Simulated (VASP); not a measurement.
The input files of a VASP run:

### KPOINTS
```
Automatic mesh
0
Gamma
 8 8 8
0 0 0
```

File POSCAR:
```
Sb
7.9621330
  0.4999999929  -0.2726651580  -0.0002350346
  0.4999999929   0.2726651580  -0.0002350346
  0.3515180603   0.0000000000   0.4480863343
Sb
2
Direct
  0.2329647319   0.2329647319   0.2329647319
  0.7670352681   0.7670352681   0.7670352681
```

### INCAR
```
# general
SYSTEM  = Sb
PREC    = Accurate
ENCUT   = 480   # plane-wave cut-off (eV)
LREAL   = .FALSE.   # projection in real space or not
LASPH   = .TRUE.   # aspherical one-centre terms

# electronic loop
EDIFF   = 1E-7
NELM    = 100
ALGO    = Normal
LMAXMIX = 4   # l cut-off of mixed one-centre charges

# smearing
ISMEAR  = 0
SIGMA   = 0.05   # width (eV)

# functional
GGA     = PE   # PBE

# ions
ISIF    = 2

# output
LWAVE   = .FALSE.
LCHARG  = .FALSE.
```

POTCAR, in this order: Sb (PBE.64 set). Program: vasp_std.

Question: Translate this PBE calculation to Quantum ESPRESSO's pw.x.

Answer: One equivalent input (not run):
```
&CONTROL
  calculation = 'scf'
  pseudo_dir = './pseudo'
  outdir = './out'
  tprnfor = .true.
  tstress = .true.
/
&SYSTEM
  ibrav = 0
  nat = 2
  ntyp = 1
  ecutwfc = 80
  occupations = 'smearing'
  smearing = 'gaussian'
  degauss = 0.003675
  input_dft = 'pbe'
/
&ELECTRONS
  conv_thr = 7.3e-09
  electron_maxstep = 100
/
ATOMIC_SPECIES
  Sb 121.760 Sb.upf
CELL_PARAMETERS angstrom
     3.9810664   -2.1709963   -0.0018714
     3.9810664    2.1709963   -0.0018714
     2.7988335    0.0000000    3.5677230
ATOMIC_POSITIONS crystal
  Sb   0.2329647  0.2329647  0.2329647
  Sb   0.7670353  0.7670353  0.7670353
K_POINTS automatic
  8 8 8 0 0 0
```
What does not carry over: the potentials are each code's own (VASP's PAW set, PseudoDojo norm-conserving files in pw.x), so ENCUT and ecutwfc are chosen apart and not converted; conv_thr bounds pw.x's estimated SCF error, while EDIFF bounds the energy change between steps.

The compound is Sb in the a7 structure. This cell was strained or had an atom moved on purpose.
